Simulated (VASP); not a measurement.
Here is the system:

```xyz
2
Lattice="1.3804 0.7970 4.5289 -1.3804 0.7970 4.5289 0.0000 -1.5939 4.5289" Properties=species:S:1:pos:R:3 pbc="T T T"
Ag     0.0000     0.0000     0.0000
Pd     0.0000     0.0000     6.7933
```

Computed with LDA (Ceperley-Alder, Perdew-Zunger) with spin-orbit coupling, VASP's LDA PAW potentials (set 64) (plane waves; VASP). Settings: 400 eV cut-off, 14×14×14 Γ-centred mesh, Gaussian smearing of 0.050 eV, potentials Ag Pd.

### Question
Estimate the energy per atom (σ→0), band gap (over mesh and band path) with the smallest direct gap where there is one.

### Answer

```yaml
band gap (over mesh and band path): none (metal, semimetal or under 0.01 eV)
energy per atom (σ→0): -5.239 eV/atom
```

Total energies compare only between runs with the same potentials, cut-off and functional.

The structure comes from a computed database's AgPd entry (R-3m); how it stands against other phases isn't given here. It was relaxed first, which changed the volume by -7 %.
